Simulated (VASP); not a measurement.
A convergence study with VASP on SiC (zinc blende): one setting is varied, all else stays as given below, so the limit is that of these other settings.

```
CELL_PARAMETERS angstrom
      0.00000     2.18000     2.18000
      2.18000     0.00000     2.18000
      2.18000     2.18000     0.00000
ATOMIC_POSITIONS crystal
  Si 0.00000 0.00000 0.00000
  C  0.25000 0.25000 0.25000
```

Method: PBEsol GGA, VASP's PBE PAW potentials (set 64) (plane waves; VASP). The tightest run used: 700 eV cut-off, 18×18×18 Γ-centred mesh, Gaussian smearing of 0.010 eV, potentials Si C.

```json
[
 {"setting": "4×4×4 mesh", "mean ε∞": "9.68", "irreducible k-points": "8"},
 {"setting": "6×6×6 mesh", "mean ε∞": "7.71", "irreducible k-points": "16"},
 {"setting": "8×8×8 mesh", "mean ε∞": "7.23", "irreducible k-points": "29"}
]
```

### Question
These are the cheaper rows. Estimate the results at 18×18×18 mesh, and how far the last row shown lies from them.

### Answer

```csv
quantity,tightest run,last row shown is off by
mean ε∞,7.07,0.16
```

Left out are rungs that failed or repeat a setting and relaxations that didn't move; long series are thinned to 24 rows.

The compound is SiC in the zinc blende structure. The cell was not relaxed at this level.
